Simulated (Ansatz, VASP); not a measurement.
# PtC: VASP beside Ansatz, part 2 of 2

Aim: how closely do two programs agree when they are given the same cell, functional and k mesh? The cell is generated by rule, not measured, and may not be a known phase. The cell is taken from a series of runs on this material, whose earlier steps may have relaxed, scaled, displaced or heated it; both programs get it as it stands.

VASP 6.6.1 and Ansatz 0.2.0.

So far: The structure; Ansatz: zone-centre phonons, LDA.

## 3. VASP: zone-centre phonons, LDA

Level of this step: LDA; plane waves and PAW (Pt, C); invented cell (VASP).

The same cell, functional (in two slightly different forms), mesh and smearing now go to VASP, with its own data sets.

Lines of VASP's logs that name or quote its potential files are left out, and so is its time.

INCAR reads:

```
SYSTEM = PtC
PREC = Accurate
ENCUT = 600
EDIFF = 1E-08
NELM = 120
ISMEAR = 1
SIGMA = 0.15
LREAL = .FALSE.
ALGO = Normal
GGA = PW92
NBANDS = 20
LASPH = .TRUE.
LORBIT = 11
LWAVE = .FALSE.
LCHARG = .FALSE.
ISIF = 2
IBRION = 8
GGA_COMPAT = .FALSE.
KPAR = 2
```

POSCAR reads:

```
PtC
1.0
    3.1586945863      0.0000000000      0.0000000000
   -1.5793472931      2.7355097545      0.0000000000
    0.0000000000      0.0000000000      5.7777226681
Pt C
2 2
Direct
    0.3333333334      0.6666666668      0.0073871743
    0.6666666668      0.3333333334      0.5073871743
    0.3333333334      0.6666666668      0.3676128257
    0.6666666668      0.3333333334      0.8676128257
```

KPOINTS reads:

```
Automatic mesh
0
Gamma
15 15 8
0 0 0
```

PAW data sets: Pt and C (LDA family, release 64).

Started as:

```sh
> mpirun -np 2 vasp_std
```

Numbers of over 12 decimals in the logs are rounded to 6 here.

What it wrote:

```text
[banner, memory and clock lines left out]
running    2 mpi-ranks, on    1 nodes
 distrk:  each k-point on    1 cores,    2 groups
 distr:  one band on    1 cores,    1 groups

 POSCAR found type information on POSCAR PtC
 POSCAR found :  2 types and       4 ions
|                                                                             |
|               ----> ADVICE to this user running VASP <----                  |
|                                                                             |
|     You enforced a specific xc type in the INCAR file but a different       |
|     [... a line on the potential file left out ...]
|     I HOPE YOU KNOW WHAT YOU ARE DOING!                                     |
|                                                                             |

 LDA part: xc-table for (Slater(with rela. corr.)+PW92), standard interpolation
 POSCAR, INCAR and KPOINTS ok, starting setup
 FFT: planning ... GRIDC
 FFT: planning ... GRID_SOFT
 FFT: planning ... GRID
 WAVECAR not read
 entering main loop
       N       E                     dE             d eps       ncg     rms          rms(c)
DAV:   1     0.155564047211E+03    0.15556E+03   -0.15693E+04  5400   0.149E+03
DAV:   2    -0.274584070130E+02   -0.18302E+03   -0.17503E+03  6040   0.297E+02
DAV:   3    -0.358465059479E+02   -0.83881E+01   -0.81937E+01  6416   0.609E+01
DAV:   4    -0.359683610835E+02   -0.12186E+00   -0.12165E+00  6056   0.814E+00
DAV:   5    -0.359699824257E+02   -0.16213E-02   -0.16212E-02  6380   0.922E-01    0.332E+01
DAV:   6    -0.319653557914E+02    0.40046E+01   -0.20164E+01  6072   0.389E+01    0.124E+01
DAV:   7    -0.314928727391E+02    0.47248E+00   -0.31814E+00  5596   0.167E+01    0.832E+00
DAV:   8    -0.314295273434E+02    0.63345E-01   -0.26130E-01  5868   0.344E+00    0.158E+00
DAV:   9    -0.314136756193E+02    0.15852E-01   -0.32055E-02  6148   0.164E+00    0.309E-01
DAV:  10    -0.314141165971E+02   -0.44098E-03   -0.64731E-03  6156   0.545E-01    0.108E-01
DAV:  11    -0.314140973039E+02    0.19293E-04   -0.14425E-04  6108   0.952E-02    0.323E-02
DAV:  12    -0.314140792201E+02    0.18084E-04   -0.40211E-05  5764   0.474E-02    0.171E-02
DAV:  13    -0.314140789248E+02    0.29529E-06   -0.48673E-06  6132   0.175E-02    0.286E-03
DAV:  14    -0.314140788037E+02    0.12108E-06   -0.18506E-07  6720   0.341E-03    0.924E-04
DAV:  15    -0.314140788045E+02   -0.82832E-09   -0.16931E-08  3788   0.961E-04
   1 F= -.31414079E+02 E0= -.31413581E+02  d E =-.149204E-02
 Linear response reoptimize wavefunctions to high precision
DAV:   1    -0.314140788039E+02    0.61095E-09   -0.36667E-09  4228   0.444E-04
DAV:   2    -0.314140788040E+02   -0.89585E-10   -0.68795E-10  2904   0.185E-04
 Linear response DOF=           4
 Linear response progress:
  Degree of freedom:   1/  4
       N       E                     dE             d eps       ncg     rms          rms(c)
RMM:   1    -0.249179215037E+00   -0.24918E+00   -0.28767E-01 63112   0.327E+00
RMM:   2    -0.239670208268E+00    0.95090E-02   -0.75571E-03 54248   0.549E-01    0.287E-01
RMM:   3    -0.239104872953E+00    0.56534E-03   -0.51563E-04 58011   0.138E-01    0.169E-01
RMM:   4    -0.239340370786E+00   -0.23550E-03   -0.78762E-04 58247   0.153E-01    0.278E-02
RMM:   5    -0.239353311469E+00   -0.12941E-04   -0.59170E-05 58484   0.483E-02    0.658E-03
RMM:   6    -0.239351426898E+00    0.18846E-05   -0.26916E-06 59146   0.113E-02    0.194E-03
RMM:   7    -0.239327845113E+00    0.23582E-04   -0.11578E-06 60829   0.219E-03    0.506E-04
RMM:   8    -0.239327347328E+00    0.49779E-06   -0.23741E-06 59326   0.688E-04    0.266E-04
RMM:   9    -0.239326492365E+00    0.85496E-06   -0.43897E-07 60596   0.364E-04    0.113E-04
RMM:  10    -0.239324873596E+00    0.16188E-05   -0.28215E-07 61712   0.134E-04    0.194E-05
RMM:  11    -0.239325115562E+00   -0.24197E-06   -0.65786E-08 60999   0.354E-05    0.117E-05
RMM:  12    -0.239325120541E+00   -0.49797E-08   -0.33551E-08 59958   0.168E-05    0.369E-06
 first order change of Fermi-energy  -0.12313E-04
 force on displaced ion       1 direction 1 : -13.380  -0.002   0.000
 Linear response progress:
  Degree of freedom:   2/  4
       N       E                     dE             d eps       ncg     rms          rms(c)
RMM:   1    -0.295077649898E+00   -0.29508E+00   -0.33341E-01 13540   0.338E+00
RMM:   2    -0.278654322389E+00    0.16423E-01   -0.97355E-03 11578   0.613E-01    0.288E-01
RMM:   3    -0.277687683352E+00    0.96664E-03   -0.13657E-03 12390   0.200E-01    0.161E-01
RMM:   4    -0.277676696457E+00    0.10987E-04   -0.75240E-04 12543   0.147E-01    0.715E-02
RMM:   5    -0.277756404675E+00   -0.79708E-04   -0.11922E-04 12454   0.507E-02    0.353E-02
RMM:   6    -0.277799019575E+00   -0.42615E-04   -0.73168E-06 12533   0.202E-02    0.154E-02
RMM:   7    -0.277800842518E+00   -0.18229E-05   -0.23698E-06 12496   0.101E-02    0.414E-03
RMM:   8    -0.277786274813E+00    0.14568E-04   -0.82233E-07 12621   0.283E-03    0.119E-03
RMM:   9    -0.277778594111E+00    0.76807E-05   -0.26739E-07 12659   0.100E-03    0.388E-04
RMM:  10    -0.277774578315E+00    0.40158E-05   -0.11595E-07 12820   0.464E-04    0.110E-04
RMM:  11    -0.277773771010E+00    0.80730E-06   -0.52185E-07 12644   0.184E-04    0.267E-05
RMM:  12    -0.277773632032E+00    0.13898E-06   -0.10280E-06 13179   0.439E-05    0.882E-06
RMM:  13    -0.277773608930E+00    0.23102E-07   -0.63788E-08 12810   0.150E-05    0.248E-06
RMM:  14    -0.277773596902E+00    0.12028E-07   -0.31902E-08 12976   0.533E-06    0.727E-07
RMM:  15    -0.277773596048E+00    0.85404E-09   -0.49703E-09  9059   0.256E-06    0.267E-07
 first order change of Fermi-energy   0.47546E-01
 force on displaced ion       1 direction 3 :  -0.000   0.000 -15.554
 Linear response progress:
  Degree of freedom:   3/  4
       N       E                     dE             d eps       ncg     rms          rms(c)
RMM:   1    -0.112380364393E+00   -0.11238E+00    0.80632E-02 81190   0.202E+00
RMM:   2    -0.110207448810E+00    0.21729E-02   -0.38999E-03 55824   0.416E-01    0.257E-01
RMM:   3    -0.110496473968E+00   -0.28903E-03   -0.40554E-04 57305   0.118E-01    0.132E-01
RMM:   4    -0.111050981335E+00   -0.55451E-03   -0.23924E-04 56504   0.854E-02    0.198E-02
RMM:   5    -0.111002654603E+00    0.48327E-04   -0.80636E-06 58053   0.183E-02    0.226E-03
RMM:   6    -0.110996551964E+00    0.61026E-05    0.42674E-07 59830   0.211E-03    0.124E-03
RMM:   7    -0.110991949023E+00    0.46029E-05   -0.80156E-08 59853   0.700E-04    0.211E-04
RMM:   8    -0.110992339383E+00   -0.39036E-06    0.11471E-07 60231   0.213E-04    0.124E-04
RMM:   9    -0.110992740827E+00   -0.40144E-06    0.55394E-08 60019   0.897E-05    0.699E-05
RMM:  10    -0.110992698329E+00    0.42498E-07    0.16023E-08 61417   0.234E-05    0.946E-06
RMM:  11    -0.110992710615E+00   -0.12287E-07    0.12848E-09 60512   0.817E-06    0.361E-06
RMM:  12    -0.110992714172E+00   -0.35565E-08   -0.70561E-10 53958   0.328E-06    0.125E-06
 first order change of Fermi-energy   0.84924E-06
 force on displaced ion       3 direction 1 : -13.059  -0.003   0.000
 Linear response progress:
  Degree of freedom:   4/  4
       N       E                     dE             d eps       ncg     rms          rms(c)
RMM:   1    -0.123641777077E+00   -0.12364E+00    0.11554E-01 17692   0.207E+00
RMM:   2    -0.122360622707E+00    0.12812E-02   -0.43869E-03 12184   0.433E-01    0.346E-01
RMM:   3    -0.122538362725E+00   -0.17774E-03   -0.16934E-03 12325   0.223E-01    0.286E-01
RMM:   4    -0.122539434109E+00   -0.10714E-05   -0.40770E-04 12363   0.113E-01    0.123E-01
RMM:   5    -0.122838873865E+00   -0.29944E-03   -0.15964E-04 12162   0.582E-02    0.300E-02
RMM:   6    -0.122822615392E+00    0.16258E-04   -0.83215E-06 12453   0.172E-02    0.580E-03
RMM:   7    -0.122806780486E+00    0.15835E-04    0.42840E-06 12395   0.522E-03    0.192E-03
RMM:   8    -0.122797685870E+00    0.90946E-05    0.23674E-06 12589   0.166E-03    0.437E-04
RMM:   9    -0.122796563693E+00    0.11222E-05   -0.15277E-07 12734   0.384E-04    0.209E-04
RMM:  10    -0.122796347759E+00    0.21593E-06   -0.65396E-07 12612   0.170E-04    0.647E-05
RMM:  11    -0.122796435391E+00   -0.87632E-07   -0.22274E-07 12888   0.573E-05    0.251E-05
RMM:  12    -0.122796496198E+00   -0.60806E-07   -0.20029E-07 12711   0.246E-05    0.506E-06
RMM:  13    -0.122796518626E+00   -0.22428E-07   -0.40199E-08 12758   0.714E-06    0.171E-06
RMM:  14    -0.122796516532E+00    0.20942E-08   -0.19439E-08 10783   0.278E-06    0.474E-07
 first order change of Fermi-energy  -0.46461E-01
 force on displaced ion       3 direction 3 :   0.000   0.000 -11.824
 Linear response finished
```

Parts of OUTCAR (step 3):

```text
ion  position               nearest neighbor table
   1  0.333  0.667  0.007-   4 1.99   4 1.99   4 1.99   3 2.08   2 3.42   2 3.42   2 3.42   2 3.42
                             2 3.42   2 3.42
   2  0.667  0.333  0.507-   3 1.99   3 1.99   3 1.99   4 2.08   1 3.42   1 3.42   1 3.42   1 3.42
                             1 3.42   1 3.42
   3  0.333  0.667  0.368-   2 1.99   2 1.99   2 1.99   1 2.08
   4  0.667  0.333  0.868-   1 1.99   1 1.99   1 1.99   2 2.08

  LATTYP: Found a hexagonal cell.
 ALAT       =     3.1586945863
 C/A-ratio  =     1.8291488810

 Subroutine GETGRP returns: Found 12 space group operations
 (whereof  6 operations were pure point group operations)

The static configuration has the point symmetry C_3v.
 The point group associated with its full space group is C_6v.

 Found    135 irreducible k-points:

   k-points           NKPTS =    135   k-points in BZ     NKDIM =    135   number of bands    NBANDS=     20

   dimension x,y,z NGX =    28 NGY =   28 NGZ =   48
   dimension x,y,z NGXF=    56 NGYF=   56 NGZF=   96

   ENCUT  =  600.0 eV  44.10 Ry    6.64 a.u.   6.31  6.31 11.54*2*pi/ulx,y,z

   NELECT =      28.0000    total number of electrons

 k-points in reciprocal lattice and weights: Automatic mesh
   0.00000000  0.00000000  0.00000000       0.001
   0.06666667  0.00000000  0.00000000       0.003
   0.13333333  0.00000000  0.00000000       0.003
   0.20000000 -0.00000000  0.00000000       0.003
   0.26666667  0.00000000  0.00000000       0.003
   0.33333333  0.00000000  0.00000000       0.003
   0.40000000  0.00000000  0.00000000       0.003
   0.46666667  0.00000000  0.00000000       0.003
   0.06666667  0.06666667  0.00000000       0.003
[...]
0.33333333  0.26666667  0.50000000       0.007
   0.33333333  0.33333333  0.50000000       0.001

 average (electrostatic) potential at core
       1 -66.5729       2 -66.5729       3 -51.5069       4 -51.5069

  Total        0.2857788      0.2857788      0.2281938      0.0000000      0.0000000     -0.0000000
  in kB        9.1714495      9.1714495      7.3233839      0.0000000      0.0000000     -0.0000000
  external PRESSURE =       8.5554276 kB  Pullay stress =       0.0000000 kB

  energy-cutoff  :      600.00
  volume of cell :       49.92
      direct lattice vectors                 reciprocal lattice vectors
     3.158694586  0.000000000  0.000000000     0.316586480  0.182781289  0.000000000
    -1.579347293  2.735509754  0.000000000     0.000000000  0.365562579  0.000000000
     0.000000000  0.000000000  5.777722668     0.000000000  0.000000000  0.173078574

 POSITION                                       TOTAL-FORCE (eV/Angst)
 -----------------------------------------------------------------------------------
      0.00000      1.82367      0.04268         0.000000      0.000000      0.040105
      1.57935      0.91184      2.93154        -0.000000     -0.000000      0.040105
      0.00000      1.82367      2.12396        -0.000000      0.000000     -0.040105
      1.57935      0.91184      5.01283         0.000000     -0.000000     -0.040105
 -----------------------------------------------------------------------------------
    total drift:                               -0.000000     -0.000000      0.000049

 Eigenvectors and eigenvalues of the dynamical matrix
 ----------------------------------------------------

   1 f  =   17.388278 THz   109.253771 2PiTHz  580.010510 cm-1    71.912106 meV
             X         Y         Z           dx          dy          dz
      0.000000  1.823673  0.042681     0.000000   -0.000000    0.170323
      1.579347  0.911837  2.931542    -0.000000    0.000000    0.170323
      0.000000  1.823673  2.123965     0.000000   -0.000000   -0.686287
      1.579347  0.911837  5.012826    -0.000000    0.000000   -0.686287

   2 f  =   16.800420 THz   105.560152 2PiTHz  560.401689 cm-1    69.480923 meV
             X         Y         Z           dx          dy          dz
      0.000000  1.823673  0.042681    -0.140448   -0.076633    0.000000
      1.579347  0.911837  2.931542     0.140448    0.076633    0.000000
      0.000000  1.823673  2.123965    -0.604622   -0.329899    0.000000
      1.579347  0.911837  5.012826     0.604622    0.329899   -0.000000

   3 f  =   16.800420 THz   105.560152 2PiTHz  560.401689 cm-1    69.480923 meV
             X         Y         Z           dx          dy          dz
      0.000000  1.823673  0.042681     0.076633   -0.140448   -0.000000
      1.579347  0.911837  2.931542    -0.076633    0.140448   -0.000000
      0.000000  1.823673  2.123965     0.329899   -0.604622    0.000000
      1.579347  0.911837  5.012826    -0.329899    0.604622    0.000000

   4 f  =   16.724298 THz   105.081863 2PiTHz  557.862531 cm-1    69.166108 meV
             X         Y         Z           dx          dy          dz
      0.000000  1.823673  0.042681    -0.149507   -0.081576    0.000000
      1.579347  0.911837  2.931542    -0.149507   -0.081576    0.000000
      0.000000  1.823673  2.123965     0.602446    0.328713    0.000000
      1.579347  0.911837  5.012826     0.602446    0.328713   -0.000000

   5 f  =   16.724298 THz   105.081863 2PiTHz  557.862531 cm-1    69.166108 meV
             X         Y         Z           dx          dy          dz
      0.000000  1.823673  0.042681     0.081576   -0.149507   -0.000000
      1.579347  0.911837  2.931542     0.081576   -0.149507    0.000000
      0.000000  1.823673  2.123965    -0.328713    0.602446    0.000000
      1.579347  0.911837  5.012826    -0.328713    0.602446    0.000000

   6 f  =   14.114218 THz    88.682247 2PiTHz  470.799637 cm-1    58.371689 meV
             X         Y         Z           dx          dy          dz
      0.000000  1.823673  0.042681     0.000000   -0.000000   -0.088679
      1.579347  0.911837  2.931542     0.000000    0.000000    0.088679
      0.000000  1.823673  2.123965    -0.000000   -0.000000    0.701524
      1.579347  0.911837  5.012826    -0.000000   -0.000000   -0.701524

   7 f  =    4.311619 THz    27.090701 2PiTHz  143.820127 cm-1    17.831415 meV
             X         Y         Z           dx          dy          dz
      0.000000  1.823673  0.042681     0.000000   -0.000000    0.701524
      1.579347  0.911837  2.931542    -0.000000    0.000000   -0.701524
      0.000000  1.823673  2.123965    -0.000000    0.000000    0.088679
      1.579347  0.911837  5.012826     0.000000    0.000000   -0.088679

   8 f  =    1.732936 THz    10.888356 2PiTHz   57.804514 cm-1     7.166843 meV
             X         Y         Z           dx          dy          dz
      0.000000  1.823673  0.042681     0.604531    0.330066    0.000000
      1.579347  0.911837  2.931542    -0.604531   -0.330066    0.000000
      0.000000  1.823673  2.123965    -0.140427   -0.076671    0.000000
      1.579347  0.911837  5.012826     0.140427    0.076671    0.000000

   9 f  =    1.732936 THz    10.888356 2PiTHz   57.804514 cm-1     7.166843 meV
             X         Y         Z           dx          dy          dz
      0.000000  1.823673  0.042681    -0.330066    0.604531   -0.000000
      1.579347  0.911837  2.931542     0.330066   -0.604531   -0.000000
      0.000000  1.823673  2.123965     0.076671   -0.140427   -0.000000
      1.579347  0.911837  5.012826    -0.076671    0.140427   -0.000000

  10 f/i=    0.000536 THz     0.003368 2PiTHz    0.017878 cm-1     0.002217 meV
             X         Y         Z           dx          dy          dz
      0.000000  1.823673  0.042681     0.686157   -0.013490    0.000000
      1.579347  0.911837  2.931542     0.686157   -0.013490    0.000000
      0.000000  1.823673  2.123965     0.170281   -0.003348    0.000000
      1.579347  0.911837  5.012826     0.170281   -0.003348    0.000000

  11 f/i=    0.000536 THz     0.003368 2PiTHz    0.017878 cm-1     0.002217 meV
             X         Y         Z           dx          dy          dz
      0.000000  1.823673  0.042681    -0.013490   -0.686157   -0.000000
      1.579347  0.911837  2.931542    -0.013490   -0.686157   -0.000000
      0.000000  1.823673  2.123965    -0.003348   -0.170281   -0.000000
      1.579347  0.911837  5.012826    -0.003348   -0.170281   -0.000000

  12 f/i=    0.000781 THz     0.004909 2PiTHz    0.026059 cm-1     0.003231 meV
             X         Y         Z           dx          dy          dz
      0.000000  1.823673  0.042681     0.000000    0.000000   -0.686287
      1.579347  0.911837  2.931542     0.000000    0.000000   -0.686287
      0.000000  1.823673  2.123965     0.000000    0.000000   -0.170323
      1.579347  0.911837  5.012826     0.000000    0.000000   -0.170323

 ELASTIC MODULI CONTR FROM IONIC RELAXATION (kBar)
 Direction    XX          YY          ZZ          XY          YZ          ZX
 --------------------------------------------------------------------------------
 XX        -683.1959     27.7467     83.7716     -0.0000      0.0000      0.0000
 YY          27.7467   -683.1959     83.7716     -0.0000     -0.0000     -0.0000
 ZZ          83.7716     83.7716    -21.4133      0.0000     -0.0000     -0.0000
 XY          -0.0000     -0.0000      0.0000   -355.4713     -0.0000     -0.0000
 YZ          -0.0000      0.0000     -0.0000      0.0000   -294.8341     -0.0000
 ZX          -0.0000      0.0000     -0.0000     -0.0000     -0.0000   -414.6301
 --------------------------------------------------------------------------------
```

## 4. Differences

Known differences besides the potentials themselves: the data sets hold 44 valence electrons in Ansatz (on its default PAW (the set named soft_2) files) and 28 in VASP; the cutoff is 420 eV in Ansatz and 600 eV in VASP; VASP's log shows a relativistic correction to its local exchange, Ansatz's none. Total energies have different zeros and are not compared.

The two programs side by side:

| quantity | Ansatz | VASP | difference |
| --- | --- | --- | --- |
| optical mode 1 to 2 (cm⁻¹) | 58.5 | 57.8 | +1.29 % |
| optical mode 3 (cm⁻¹) | 143.2 | 143.8 | -0.40 % |
| optical mode 4 (cm⁻¹) | 466.6 | 470.8 | -0.90 % |
| optical mode 5 to 6 (cm⁻¹) | 551.5 | 557.9 | -1.14 % |
| optical mode 7 to 8 (cm⁻¹) | 553.2 | 560.4 | -1.28 % |
| optical mode 9 (cm⁻¹) | 573.2 | 580.0 | -1.17 % |

Modes are paired by rising frequency, not by their patterns, so a pair may set unlike modes beside each other; they are those without the splitting of longitudinal modes.

## 5. Outcome

| Property | Result |
| --- | --- |
| r.m.s. difference of the optical zone-centre modes, each program's sorted by frequency (zone-centre phonons, LDA) | 5.3 cm⁻¹ |
| difference in optical mode 1 to 2 (zone-centre phonons, LDA) | +1.3 % |

**Reading.** The r.m.s. difference of the optical zone-centre modes, each program's sorted by frequency is 5.3 cm⁻¹ (zone-centre phonons, LDA). The data sets hold unlike numbers of valence electrons (44 in Ansatz and 28 in VASP), so part of the differences comes from the potentials. Among the rows given in per cent, the largest difference of the zone-centre phonons, LDA pair is in optical mode 1 to 2, +1.3 %. How closely two codes agree says nothing of how well the functional describes the real material.

[Lines on the potential files, build, host, timing and source positions are cut from VASP's logs without a mark.]

[Logs are printed without paths, hosts, clocks, repeated set-up lines and the standing remarks that a program may print on its own settings, such as how far it seeks lower states.]

[Hosts, paths, dates, database ids (printed as entryN), source tags and the programs' standing remarks are cut or masked in the printed files.]
